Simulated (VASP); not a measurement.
Calculation: LDA (Ceperley-Alder, Perdew-Zunger), VASP's LDA PAW potentials (set 64) (plane waves; VASP).

The input files of a VASP run:

### KPOINTS
```
Automatic mesh
0
Gamma
15 15 15
0 0 0
```

File POSCAR:
```
Ir
1.0
  0.0000000000   1.9094454205   1.9094454205
  1.9094454205   0.0000000000   1.9094454205
  1.9094454205   1.9094454205   0.0000000000
Ir
1
Cart
  0.0000000000   1.9094454205   1.9094454205
```

INCAR:
```
SYSTEM = Ir
PREC = Accurate; ENCUT = 400; LREAL = F
LASPH = T
EDIFF = 1E-8; NELM = 100; ALGO = Normal
LMAXMIX = 6
ISMEAR = 1; SIGMA = 0.1
IBRION = 1; NSW = 30; ISIF = 2
EDIFFG = -0.001
LWAVE = F; LCHARG = F
```

POTCAR, in this order: Ir (LDA.64 set). Program: vasp_std.

What VASP printed:

OSZICAR:
```
       N       E                     dE             d eps       ncg     rms          rms(c)
DAV:   1     0.326614625085E+02    0.32661E+02   -0.38353E+03  2064   0.817E+02
DAV:   2    -0.104163472593E+02   -0.43078E+02   -0.41119E+02  1944   0.187E+02
DAV:   3    -0.109410240972E+02   -0.52468E+00   -0.52420E+00  2816   0.276E+01
DAV:   4    -0.109441036176E+02   -0.30795E-02   -0.30792E-02  2416   0.149E+00
DAV:   5    -0.109441266596E+02   -0.23042E-04   -0.23042E-04  2840   0.791E-02    0.163E+01
DAV:   6    -0.104336241226E+02    0.51050E+00   -0.10657E+00  2184   0.143E+01    0.654E+00
DAV:   7    -0.103383032457E+02    0.95321E-01   -0.31206E-01  2544   0.714E+00    0.154E+00
DAV:   8    -0.103324717434E+02    0.58315E-02   -0.17298E-03  2080   0.650E-01    0.706E-01
DAV:   9    -0.103305907447E+02    0.18810E-02   -0.12594E-03  2464   0.620E-01    0.340E-02
DAV:  10    -0.103305863420E+02    0.44028E-05   -0.70100E-06  2712   0.338E-02    0.737E-03
DAV:  11    -0.103305864716E+02   -0.12960E-06   -0.39027E-07  2648   0.519E-03    0.708E-04
DAV:  12    -0.103305864665E+02    0.50687E-08   -0.56958E-09  2000   0.894E-04
   1 F= -.10330586E+02 E0= -.10330485E+02  d E =-.103306E+02
```

**OUTCAR**
```
------------------------ aborting loop because EDIFF is reached ----------------------------------------
  FORCE on cell =-STRESS in cart. coord.  units (eV):
  Direction    XX          YY          ZZ          XY          YZ          ZX
  --------------------------------------------------------------------------------------
  Total       -0.0013795     -0.0013795     -0.0013795     -0.0000000      0.0000000      0.0000000
  in kB       -0.1587390     -0.1587390     -0.1587390     -0.0000000      0.0000000      0.0000000
  external PRESSURE =      -0.1587390 kB  Pullay stress =       0.0000000 kB
  volume of cell :       13.92
      direct lattice vectors                 reciprocal lattice vectors
     0.000000000  1.909445420  1.909445420    -0.261856136  0.261856136  0.261856136
     1.909445420  0.000000000  1.909445420     0.261856136 -0.261856136  0.261856136
     1.909445420  1.909445420  0.000000000     0.261856136  0.261856136 -0.261856136
 POSITION                                       TOTAL-FORCE (eV/Angst)
 -----------------------------------------------------------------------------------
      0.00000      0.00000      0.00000        -0.000000      0.000000     -0.000000
 -----------------------------------------------------------------------------------
    total drift:                                0.000000     -0.000000     -0.000000
  FREE ENERGIE OF THE ION-ELECTRON SYSTEM (eV)
  ---------------------------------------------------
  free  energy   TOTEN  =       -10.3305864665 eV

  energy  without entropy=      -10.3302819218  energy(sigma->0) =      -10.33048495

 reached required accuracy - stopping structural energy minimisation
```
(Selected blocks of OUTCAR.)

The compound is Ir in the fcc structure. It was relaxed first. The start is the result of an earlier pass.
